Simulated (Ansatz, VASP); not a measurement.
## SbAs: VASP beside Ansatz

One calculation is typed for both programs; each brings its own data sets. How far apart do they land? The cell is generated by rule, not measured, and may not be a known phase. The cell is taken from a series of runs on this material, whose earlier steps may have relaxed, scaled, displaced or heated it; both programs get it as it stands.

Main program and level: Ansatz 0.2.0; plane waves, with VASP 6.6.1 beside it; single point at LDA.

The structure was built from a prototype and need not be the compound's stable phase.

## (1) The structure

The structure is hexagonal, space group P6_3/m (No. 176). The conventional cell has a = 8.339 Å, b = 8.339 Å, c = 5.773 Å, α = 90.00°, β = 90.00°, γ = 120.00°. Nearest to Sb lie 5 As at 2.65 to 2.91 Å. Nearest to As lie 5 Sb at 2.65 to 2.91 Å. Farther neighbours are not listed.

Structure file:

```cif
data_structure
_symmetry_space_group_name_H-M 'P6_3/m'
_symmetry_Int_Tables_number 176
_cell_length_a 8.3386
_cell_length_b 8.3386
_cell_length_c 5.7733
_cell_angle_alpha 90.000
_cell_angle_beta 90.000
_cell_angle_gamma 120.000
_cell_volume 347.65
loop_
_atom_site_label
_atom_site_type_symbol
_atom_site_symmetry_multiplicity
_atom_site_Wyckoff_symbol
_atom_site_fract_x
_atom_site_fract_y
_atom_site_fract_z
_atom_site_occupancy
Sb1 Sb 6 h 0.66759 0.66574 0.25000 1
As1 As 6 h 0.98061 0.65697 0.25000 1
```

## (2) Ansatz: single point, LDA, pair 1

Ansatz runs on its default PAW (the set named soft_2) files.

A single point gives forces, pressure and levels at one fixed geometry, so differences don't come from the geometry; what else differs is listed under the comparison.

input.yaml

```yaml
crystal:
  lattice:
    - [0.0, 0.0, 5.7732547121]
    - [7.2214555084, 4.1693092817, 0.0]
    - [0.0, 8.3386185634, 0.0]
  atoms:
    - { symbol: Sb, position: [0.25, 0.000926315, 0.3314807585] }
    - { symbol: Sb, position: [0.25, 0.3314807585, 0.6675929481] }
    - { symbol: Sb, position: [0.25, 0.6675929601, 0.0009263271] }
    - { symbol: Sb, position: [0.75, 0.3351859082, 0.9990737858] }
    - { symbol: Sb, position: [0.75, 0.6657403853, 0.3351859082] }
    - { symbol: Sb, position: [0.75, -0.0009263271, 0.6657403732] }
    - { symbol: As, position: [0.25, 0.3139466599, 1.0096929101] }
    - { symbol: As, position: [0.25, 0.67636028, 0.3139466599] }
    - { symbol: As, position: [0.25, 0.0096934118, 0.6763597268] }
    - { symbol: As, position: [0.75, -0.009693965, 0.3527200068] }
    - { symbol: As, position: [0.75, 0.3527200068, 0.6569730533] }
    - { symbol: As, position: [0.75, 0.6569736065, -0.0096934118] }
kpoints:
  mp_grid: { grid: [6, 6, 6] }
hamiltonian:
  xc: lda
scf:
  occupations: { method: methfessel_paxton, width: 0.2 }
output:
  forces: true
  stress: true
  eigenvalues: true
```

On the command line:

```sh
> ansatz run input.yaml --threads 4 --pin off --max-ram 7168MiB --backend cpu --events-out ev --progress --plain --runs-dir out
```

Numbers of over 12 decimals in the logs are rounded to 6 here.

What it wrote:

```text
Warning: the atoms were moved onto the symmetric positions of the space group found under crystal.symmetry.tolerance 1.0e-5 (fractional; no operation is sought that the atoms, as they stand in a round, miss by more than twice it, and no atom is moved by as much as it), and the run uses the moved positions. Before a round's move an operation carried an atom to 6.58e-6 Å from where it should land, the largest such dist [...]
Engine: ansatz 0.2.0, x86_64-unknown-linux-gnu
Pseudopotentials: kind: paw
Pseudopotential: Sb, paw, valence charge 15, recommended cutoff 420 eV (normal), Sb.paw.azcp
Pseudopotential: As, paw, valence charge 15, recommended cutoff 420 eV (normal), As.paw.azcp
Functional definition: SPW92
  exchange = slater_x
  correlation = pw_c
Crystal: 12 atoms, lattice volume = 347.648 Å³
Basis set: ecut = 420 eV, 6727 PW (Γ)
Bands: 108, of which v1, the nominal top of the filled ones, is band 90 counted from 1 (89 counted from 0)
Symmetry: 12 space group operations
Space group: P63/m (ITA 176), of the structure as read, at distance tolerance 7.0e-5 Å
k-points: 32 of 216
Non-local potential: Sb, projectors of the file, l = 0: 2, l = 1: 2, l = 2: 2, l = 3: 2
Non-local potential: As, projectors of the file, l = 0: 2, l = 1: 2, l = 2: 3, l = 3: 1
PAW form: soft (Blöchl's): semilocal exchange-correlation on the pseudo side does not see the compensation charge
PAW frozen core: Sb, regenerated for the run's functional, and the local potential with it (the file was generated under x = pbe(κ = 0.804, μ = 0.219515), c = pbe(β = 0.066725))
PAW frozen core: As, regenerated for the run's functional, and the local potential with it (the file was generated under x = pbe(κ = 0.804, μ = 0.219515), c = pbe(β = 0.066725))
PAW one-centre angular grid: Sb, 590 points (default); XC on 64 Gauss nodes
PAW one-centre angular grid: As, 590 points (default); XC on 64 Gauss nodes
Initial density: superposition of atomic densities (neutral atoms: chi_scale 0, normalization atom), corrected by the library's trained network
Initial wavefunctions: pseudopotential atomic-orbital guess
Functional: x = slater, c = lda
SCF iter   1: F=—  HF=-66654.359072 eV  |F-HF|=—  |Δ(HF+E_count)|=         —  Δρ=5.65e-3  dr2=6.27e-2  ethr=1.77e-3  ⟨swp⟩=6.3  Hψ=12716  notcnv=0
preconditioner: auto → LDOS  [metal: Δε(μ)=0.028 eV  Ē_g=8.444 eV  σ=0.200 eV  W_gap=0.12  n_scr=82 (ndim 8)  ℏωp=15.4 eV  f_vac=0.113  D(μ)=3.56/eV (n_scr^D=8)  β→1.0]
SCF iter   2: F=—  HF=-66654.326434 eV  |F-HF|=—  |Δ(HF+E_count)|=   3.26e-2  S|Δr|=    0.00e0  Δρ=7.40e-4  dr2=1.36e-3  ethr=3.49e-5  ⟨swp⟩=3.0  Hψ=7034  notcnv=0
SCF iter   3: F=—  HF=-66654.325950 eV  |F-HF|=—  |Δ(HF+E_count)|=   4.84e-4  S|Δr|=    0.00e0  Δρ=3.46e-4  dr2=5.16e-4  ethr=7.58e-7  ⟨swp⟩=2.0  Hψ=6142  notcnv=0
SCF iter   4: F=—  HF=-66654.325654 eV  |F-HF|=—  |Δ(HF+E_count)|=   2.96e-4  S|Δr|=    0.00e0  Δρ=8.07e-5  dr2=2.67e-5  ethr=2.87e-7  ⟨swp⟩=2.0  Hψ=6113  notcnv=0
SCF iter   5: F=—  HF=-66654.325495 eV  |F-HF|=—  |Δ(HF+E_count)|=   1.59e-4  S|Δr|=    0.00e0  Δρ=2.74e-5  dr2=5.50e-6  ethr=1.48e-8  ⟨swp⟩=2.0  Hψ=5153  notcnv=0
SCF iter   6: F=—  HF=-66654.325493 eV  |F-HF|=—  |Δ(HF+E_count)|=   1.41e-6  S|Δr|=    0.00e0  Δρ=7.06e-6  dr2=2.85e-7  ethr=3.06e-9  ⟨swp⟩=2.0  Hψ=5153  notcnv=0
SCF iter   7: F=-66654.325493 eV  HF=-66654.325493 eV  |F-HF|=2.55e-8  |Δ(HF+E_count)|=   6.63e-8  S|Δr|=    0.00e0  Δρ=2.15e-6  dr2=3.12e-8  ethr=5.56e-11  ⟨swp⟩=10.0  Hψ=14542  notcnv=0
SCF 1 converged in 7 iterations: F = -66654.325493 eV  dr2 = 3.12e-8
  greatest PAW one-centre occupation: 0.999 electrons in one spin orbital (limit 2), on the As atom at site 9 (counted from 0), in its partial waves of l = 2
SCF converged after 7 iterations
Stability not checked: this state was not tested for a lower state beside it, because cold or Methfessel-Paxton smearing, or corrected tetrahedra, fill the levels in a way that the test cannot read (fill_not_monotonic; see scf.lower_state_search)
Free energy (F): -66654.325493 eV
Harris-Foulkes:  -66654.325493 eV  (|F-HF|=2.55e-8)
Internal energy: -66654.339382 eV  (E = F + TS)
E sigma→0 (E₀):  -66654.328965 eV
Entropy (-TS):   0.013889 eV (1.157 meV/atom)
Fermi energy:    8.527852 eV
--- Per-component energies (eV) ---
  E_band       = -2744.705488
  E_kinetic    = 1872.705252
  E_local      = -22542.772286  (includes V_loc(G=0)·N_el)
  E_nonlocal   = -1797.464136
  E_hartree    = 11191.439894
  E_xc         = -1303.057421
  E_vxc        = -1063.499448  (∫ρ·V_xc dr)
  E_paw        = -37073.650556  (= ΣΔE_a)
  E_vpaw       = -1596.539622  (= ΣTr[D̂ρ^β])
  E_aug_tail   = 0.000042  (compensation charges beyond the density's cutoff)
  E_ewald      = -17017.344493
  E_core_change = 15.804321  (= ΣΔE_core)
  E_smearing   = 0.013889  (= −TS)
  E_closure    = 0.000000  (closes the sum)
  Σ components = -66654.325493   (vs F -66654.325493, Δ=0.00e0)
--- Forces (eV/Å), atoms counted from 1 ---
  atom   1  Sb    -0.13084543    -0.03572425     0.00000000
  atom   2  Sb     0.03448461     0.13117759     0.00000000
  atom   3  Sb     0.09636082    -0.09545334     0.00000000
  atom   4  Sb    -0.03448461    -0.13117759     0.00000000
  atom   5  Sb     0.13084543     0.03572425     0.00000000
  atom   6  Sb    -0.09636082     0.09545334     0.00000000
  atom   7  As    -0.07210071    -0.06402936     0.00000000
  atom   8  As     0.09150140    -0.03042637     0.00000000
  atom   9  As    -0.01940070     0.09445572    -0.00000000
  atom  10  As    -0.09150140     0.03042637    -0.00000000
  atom  11  As     0.07210071     0.06402936     0.00000000
  atom  12  As     0.01940070    -0.09445572    -0.00000000
  max |Σ_I F_I| component: 2.78e-17 eV/Å
--- Stress (GPa, compression-positive) ---
        0.734749       0.000000       0.000000
       -0.000000       0.734749       0.000000
       -0.000000      -0.000000      -0.127881
  P = ⅓ Tr σ = 0.4472 GPa (4.472 kbar)
--- Band table (eV; the first three rows and the last of 32) ---
  k-point 0: bands = [... 86 lower, 7.8706, 7.8706, 7.9307, 7.9307, 8.4549, 8.4549, 10.4225, 10.4225, ... 14 higher]
  k-point 1: bands = [... 86 lower, 6.9311, 7.1452, 8.1567, 8.3016, 8.7069, 8.9424, 9.6029, 9.7818, ... 14 higher]
  k-point 2: bands = [... 86 lower, 6.4099, 7.4060, 8.0035, 8.3889, 8.7168, 8.8010, 9.4975, 9.9165, ... 14 higher]
  k-point 31: bands = [... 86 lower, 7.2100, 7.2100, 7.2907, 7.2907, 9.2997, 9.2997, 9.3042, 9.3042, ... 14 higher]
```

The run ends at a pressure of 0.45 GPa, with forces up to 0.14 eV/Å.

## (3) VASP: single point, LDA, pair 1

The same cell, functional (in two slightly different forms), mesh and smearing now go to VASP, with its own data sets.

Lines of VASP's logs that name or quote its potential files are left out, and so is its time.

INCAR

```
SYSTEM = SbAs
PREC = Accurate
ENCUT = 500
EDIFF = 1E-06
NELM = 120
ISMEAR = 1
SIGMA = 0.2
LREAL = .FALSE.
ALGO = Normal
GGA = PW92
NBANDS = 42
LORBIT = 11
LWAVE = .FALSE.
LCHARG = .FALSE.
ISIF = 2
LASPH = .TRUE.
GGA_COMPAT = .FALSE.
KPAR = 2
```

POSCAR

```
SbAs
1.0
    0.0000000000      0.0000000000      5.7732547121
    7.2214555084      4.1693092817      0.0000000000
    0.0000000000      8.3386185634      0.0000000000
Sb As
6 6
Direct
    0.2500000000      0.0009262662      0.3314807889
    0.2500000000      0.3314806976      0.6675929906
    0.2500000000      0.6675928993      0.0009263575
    0.7500000000      0.3351858778      0.9990737674
    0.7500000000      0.6657403092      0.3351859691
    0.7500000000      0.9990736761      0.6657404005
    0.2500000000      0.3139466814      0.0096931730
    0.2500000000      0.6763601000      0.3139467727
    0.2500000000      0.0096930817      0.6763601913
    0.7500000000      0.9903064754      0.3527199853
    0.7500000000      0.3527198940      0.6569735850
    0.7500000000      0.6569734937      0.9903065667
```

KPOINTS

```
Automatic mesh
0
Gamma
6 6 6
0 0 0
```

The projector-augmented-wave data sets are Sb and As (LDA family, release 64).

On the command line:

```sh
> mpirun -np 2 vasp_std
```

What it wrote:

```text
[banner, memory and clock lines left out]
running    2 mpi-ranks, on    1 nodes
 distrk:  each k-point on    1 cores,    2 groups
 distr:  one band on    1 cores,    1 groups

 POSCAR found type information on POSCAR SbAs
 POSCAR found :  2 types and      12 ions
|                                                                             |
|               ----> ADVICE to this user running VASP <----                  |
|                                                                             |
|     You enforced a specific xc type in the INCAR file but a different       |
|     [... a line on the potential file left out ...]
|     I HOPE YOU KNOW WHAT YOU ARE DOING!                                     |
|                                                                             |

 LDA part: xc-table for (Slater(with rela. corr.)+PW92), standard interpolation
 POSCAR, INCAR and KPOINTS ok, starting setup
 FFT: planning ... GRIDC
 FFT: planning ... GRID_SOFT
 FFT: planning ... GRID
 WAVECAR not read
 entering main loop
       N       E                     dE             d eps       ncg     rms          rms(c)
DAV:   1     0.318455945514E+03    0.31846E+03   -0.20353E+04  2688   0.111E+03
DAV:   2    -0.234825037191E+02   -0.34194E+03   -0.32724E+03  3218   0.191E+02
DAV:   3    -0.582683707289E+02   -0.34786E+02   -0.33537E+02  3310   0.648E+01
DAV:   4    -0.593310081159E+02   -0.10626E+01   -0.10452E+01  3406   0.114E+01
DAV:   5    -0.593627071126E+02   -0.31699E-01   -0.31637E-01  3528   0.189E+00    0.837E+00
DAV:   6    -0.586849038751E+02    0.67780E+00   -0.14086E+00  3198   0.330E+00    0.514E+00
DAV:   7    -0.586141352988E+02    0.70769E-01   -0.30184E-01  3266   0.164E+00    0.151E+00
DAV:   8    -0.585980631157E+02    0.16072E-01   -0.28780E-02  3338   0.566E-01    0.379E-01
DAV:   9    -0.585971972793E+02    0.86584E-03   -0.59330E-03  3196   0.288E-01    0.142E-01
DAV:  10    -0.585972327509E+02   -0.35472E-04   -0.26632E-04  3370   0.620E-02    0.625E-02
DAV:  11    -0.585972876525E+02   -0.54902E-04   -0.14412E-04  3236   0.370E-02    0.150E-02
DAV:  12    -0.585972817906E+02    0.58619E-05   -0.23742E-05  3248   0.175E-02    0.110E-02
DAV:  13    -0.585972820093E+02   -0.21865E-06   -0.38819E-06  2988   0.621E-03
   1 F= -.58597282E+02 E0= -.58601847E+02  d E =0.136945E-01
```

Parts of OUTCAR (step 3):

```text
ion  position               nearest neighbor table
   1  0.250  0.001  0.331-   7 2.65   8 2.78  10 2.89  10 2.89   9 2.91
   2  0.250  0.331  0.668-   9 2.65   7 2.78  11 2.89  11 2.89   8 2.91
   3  0.250  0.668  0.001-   8 2.65   9 2.78  12 2.89  12 2.89   7 2.91
   4  0.750  0.335  0.999-  12 2.65  11 2.78   7 2.89   7 2.89  10 2.91
   5  0.750  0.666  0.335-  11 2.65  10 2.78   8 2.89   8 2.89  12 2.91
   6  0.750  0.999  0.666-  10 2.65  12 2.78   9 2.89   9 2.89  11 2.91
   7  0.250  0.314  0.010-   1 2.65   2 2.78   4 2.89   4 2.89   3 2.91
   8  0.250  0.676  0.314-   3 2.65   1 2.78   5 2.89   5 2.89   2 2.91
   9  0.250  0.010  0.676-   2 2.65   3 2.78   6 2.89   6 2.89   1 2.91
  10  0.750  0.990  0.353-   6 2.65   5 2.78   1 2.89   1 2.89   4 2.91
  11  0.750  0.353  0.657-   5 2.65   4 2.78   2 2.89   2 2.89   6 2.91
  12  0.750  0.657  0.990-   4 2.65   6 2.78   3 2.89   3 2.89   5 2.91

  LATTYP: Found a hexagonal cell.
 ALAT       =     8.3386185634
 C/A-ratio  =     0.6923514570

 Subroutine GETGRP returns: Found 12 space group operations
 (whereof  3 operations were pure point group operations)

The static configuration has the point symmetry C_3 .
 The point group associated with its full space group is C_6h.

 Found     32 irreducible k-points:

   k-points           NKPTS =     32   k-points in BZ     NKDIM =     32   number of bands    NBANDS=     42

   dimension x,y,z NGX =    42 NGY =   64 NGZ =   64
   dimension x,y,z NGXF=    84 NGYF=  128 NGZF=  128

   ENCUT  =  500.0 eV  36.75 Ry    6.06 a.u.  10.53 15.20 15.20*2*pi/ulx,y,z

   NELECT =      60.0000    total number of electrons

 k-points in reciprocal lattice and weights: Automatic mesh
   0.00000000  0.00000000  0.00000000       0.005
   0.16666667  0.00000000  0.00000000       0.009
   0.33333333  0.00000000  0.00000000       0.009
   0.50000000  0.00000000  0.00000000       0.005
   0.00000000  0.16666667  0.00000000       0.028
   0.16666667  0.16666667  0.00000000       0.056
   0.33333333  0.16666667  0.00000000       0.056
   0.50000000  0.16666667  0.00000000       0.028
   0.00000000  0.33333333  0.00000000       0.028
[...]
0.33333333 -0.33333333  0.33333333       0.019
   0.50000000 -0.33333333  0.33333333       0.009

 average (electrostatic) potential at core
       1 -88.7930       2 -88.7930       3 -88.7930       4 -88.7930       5 -88.7930
       6 -88.7930       7 -53.0659       8 -53.0659       9 -53.0659      10 -53.0659
      11 -53.0659      12 -53.0659

 E-fermi :   5.3153

 k-point     1 :       0.0000    0.0000    0.0000
  band No.  band energies     occupation
    ...
     28       4.6587      2.00004
     29       4.7191      2.00021
     30       4.7191      2.00021
     31       5.2327      1.63682
     32       5.2327      1.63682
     33       7.2195     -0.00000
     34       7.2195     -0.00000
     35       7.4088     -0.00000
     36       7.4088     -0.00000
     37       7.5780     -0.00000
    ...

 k-point     2 :       0.1667    0.0000    0.0000
  band No.  band energies     occupation
    ...
     28       4.7658      2.00072
     29       4.8155      2.00233
     30       4.8155      2.00233
     31       5.3199      0.96060
     32       5.3199      0.96060
     33       6.9289     -0.00000
     34       6.9289     -0.00000
     35       7.1271     -0.00000
     36       7.1271     -0.00000
     37       7.5086     -0.00000
    ...

 k-point     3 :       0.3333    0.0000    0.0000
  band No.  band energies     occupation
    ...
     26       5.0592      2.07004
     27       5.0592      2.07004
     28       5.0632      2.07055
     29       5.0632      2.07055
     30       5.3158      0.99516
     31       5.5687     -0.07039
     32       5.5687     -0.07039
     33       5.8333     -0.00153
     34       6.2945     -0.00000
     35       6.2945     -0.00000
    ...

  Total        2.1255458      2.1255458      0.0267418     -0.0000000      0.0000000     -0.0000000
  in kB        9.7958357      9.7958357      0.1232427     -0.0000000      0.0000000     -0.0000000
  external PRESSURE =       6.5716380 kB  Pullay stress =       0.0000000 kB

  energy-cutoff  :      500.00
  volume of cell :      347.65
      direct lattice vectors                 reciprocal lattice vectors
     0.000000000  0.000000000  5.773254712     0.000000000  0.000000000  0.173212520
     7.221455508  4.169309282  0.000000000     0.138476239  0.000000000  0.000000000
     0.000000000  8.338618563  0.000000000    -0.069238120  0.119923941  0.000000000

 POSITION                                       TOTAL-FORCE (eV/Angst)
 -----------------------------------------------------------------------------------
      0.00669      2.76795      1.44331        -0.147623     -0.008265      0.000000
      2.39377      6.94885      1.44331         0.066654      0.131978      0.000000
      4.82099      2.79113      1.44331         0.080969     -0.123713      0.000000
      2.42053      9.72839      4.32994        -0.066654     -0.131978     -0.000000
      4.80761      5.57067      4.32994         0.147623      0.008265      0.000000
      7.21477      9.71680      4.32994        -0.080969      0.123713      0.000000
      2.26715      1.38977      1.44331        -0.044527     -0.069391      0.000000
      4.88430      5.43784      1.44331         0.082358     -0.003866     -0.000000
      0.07000      5.68032      1.44331        -0.037830      0.073257     -0.000000
      7.15145      7.07009      4.32994        -0.082358      0.003866      0.000000
      2.54715      6.94885      4.32994         0.044527      0.069391      0.000000
      4.74430     10.99691      4.32994         0.037830     -0.073257     -0.000000
 -----------------------------------------------------------------------------------
    total drift:                                0.000691     -0.000330      0.000000

  FREE ENERGIE OF THE ION-ELECTRON SYSTEM (eV)
  ---------------------------------------------------
  free  energy   TOTEN  =       -58.5972820093 eV

  energy  without entropy=      -58.6109765517  energy(sigma->0) =      -58.60184686

 total charge
# of ion       s       p       d       tot
------------------------------------------
    1        1.248   1.108   0.049   2.404
    2        1.248   1.108   0.049   2.404
    3        1.248   1.108   0.049   2.404
    4        1.248   1.108   0.049   2.404
    5        1.248   1.108   0.049   2.404
    6        1.248   1.108   0.049   2.404
    7        1.307   1.398   0.037   2.742
    8        1.307   1.398   0.037   2.742
    9        1.307   1.398   0.037   2.742
   10        1.307   1.398   0.037   2.742
   11        1.307   1.398   0.037   2.742
   12        1.307   1.398   0.037   2.742
--------------------------------------------------
tot         15.328  15.036   0.512  30.876

[... 3 further parts left out ...]
```

The run ends at a pressure of 0.66 GPa, with forces up to 0.15 eV/Å.

## (4) Comparison

Known differences besides the potentials themselves: the data sets hold 180 valence electrons in Ansatz (on its default PAW (the set named soft_2) files) and 60 in VASP; the cutoff is 420 eV in Ansatz and 500 eV in VASP; VASP's log shows a relativistic correction to its local exchange, Ansatz's none. Total energies have different zeros and are not compared.

Both answers:

```csv
quantity,Ansatz,VASP,difference
pressure (GPa),0.45,0.66,-0.21
```

Forces on 7 of the 12 atoms, those with the largest forces and the largest differences (eV/Å; atoms numbered as in POSCAR):

```csv
atom,"Ansatz x, y, z","VASP x, y, z"
Sb1,"-0.131, -0.036, 0.000","-0.148, -0.008, 0.000"
Sb2,"0.034, 0.131, 0.000","0.067, 0.132, 0.000"
Sb3,"0.096, -0.095, 0.000","0.081, -0.124, 0.000"
Sb4,"-0.034, -0.131, 0.000","-0.067, -0.132, 0.000"
Sb5,"0.131, 0.036, 0.000","0.148, 0.008, 0.000"
Sb6,"-0.096, 0.095, 0.000","-0.081, 0.124, 0.000"
As8,"0.092, -0.030, 0.000","0.082, -0.004, 0.000"
```

The forces differ by 17 meV/Å r.m.s., which is 25.2 % of the r.m.s. force of 0.069 eV/Å (both taken over all components).

## (5) Further runs

Further runs change the set-up of one program: Ansatz's method, potentials or start, or VASP's data sets, cutoff or form of LDA. The table gives Ansatz less VASP for each quantity, since a change that brings one quantity closer may part another.

```csv
run,r.m.s. force difference (meV/Å),pressure (GPa)
as above,17,-0.21
VASP with the data sets Sb_d_GW and As_d and a cutoff of 600 eV,2.8,-0.056
```

(Part 1 of 2 ends here.)

[Lines on the potential files, build, host, timing and source positions are cut from VASP's logs without a mark.]

[Logs are printed without paths, hosts, clocks, repeated set-up lines and the standing remarks that a program may print on its own settings, such as how far it seeks lower states.]

[Hosts, paths, dates, database ids (printed as entryN), source tags and the programs' standing remarks are cut or masked in the printed files.]
